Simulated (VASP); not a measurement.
PtSe2 (Sudovikovite):

```
Pt Se
1.0
     3.72400    0.00000    0.00000
    -1.86200    3.22508    0.00000
     0.00000    0.00000    5.06200
Pt Se
1 2
Direct
  0.00000 0.00000 0.00000
  0.33333 0.66667 0.25000
  0.66667 0.33333 0.75000
```

```yaml
Program: VASP 6.6.1
Task: relaxation of cell and atoms
Functional: PBEsol
Potentials_or_basis: VASP PAW PBE potentials, release 64 (Pt, Se)
Cutoff: 600 eV
k_mesh: 9 × 9 × 5
Occupations: gaussian, width 0.03 eV
Spin: no spin polarisation
```

At the start: pressure 2.3 GPa; volume 20.27 Å³/atom.

Q: Where does the relaxation end?

A: Over 19 steps the energy falls by 7.0 meV/atom and the volume is 19.82 Å³/atom (-2.2 %); space group P-3m1 (No. 164, to 0.05 Å).

Step by step:
| step | energy change (eV) | largest force (eV/Å) | pressure (GPa) | volume (Å³) |
| --- | --- | --- | --- | --- |
| 1 | 0.0000 | 0.3279 | 2.27 | 60.80 |
| 2 | 0.0160 | 0.2955 | -4.03 | 63.36 |
| 3 | -0.0087 | 0.0843 | -0.25 | 61.73 |
| 4 | -0.0087 | 0.0887 | -0.20 | 61.71 |
| 5 | -0.0099 | 0.0847 | -0.20 | 61.55 |
| 6 | -0.0134 | 0.0718 | -0.17 | 61.07 |
| 7 | -0.0190 | 0.0193 | -0.02 | 60.10 |
| 8 | -0.0147 | 0.1531 | 0.68 | 58.17 |
| 9 | -0.0203 | 0.0087 | 0.20 | 59.57 |
| 10 | -0.0182 | 0.1156 | -1.41 | 59.92 |
| 11 | -0.0207 | 0.0392 | -0.27 | 59.67 |
| 12 | -0.0209 | 0.0324 | 0.03 | 59.37 |
| 13 | -0.0211 | 0.0051 | -0.09 | 59.49 |
| 14 | -0.0211 | 0.0039 | -0.08 | 59.49 |
| 15 | -0.0210 | 0.0172 | -0.19 | 59.58 |
| 16 | -0.0211 | 0.0018 | -0.10 | 59.50 |
| 17 | -0.0211 | 0.0031 | -0.11 | 59.49 |
| 18 | -0.0210 | 0.0258 | 0.30 | 59.34 |
| 19 | -0.0211 | 0.0095 | -0.01 | 59.45 |

Final structure:
```cif
data_structure
_symmetry_space_group_name_H-M 'P 1'
_symmetry_Int_Tables_number 1
_cell_length_a 3.7581
_cell_length_b 3.7581
_cell_length_c 4.8606
_cell_angle_alpha 90.000
_cell_angle_beta 90.000
_cell_angle_gamma 120.000
_cell_volume 59.45
loop_
_atom_site_label
_atom_site_type_symbol
_atom_site_fract_x
_atom_site_fract_y
_atom_site_fract_z
_atom_site_occupancy
Pt1 Pt 0.00000 0.00000 0.00000 1
Se1 Se 0.33333 0.66667 0.26181 1
Se2 Se 0.66667 0.33333 0.73819 1
```

Caveat: the PAW data sets were made with another functional, which shifts forces and pressure a little.
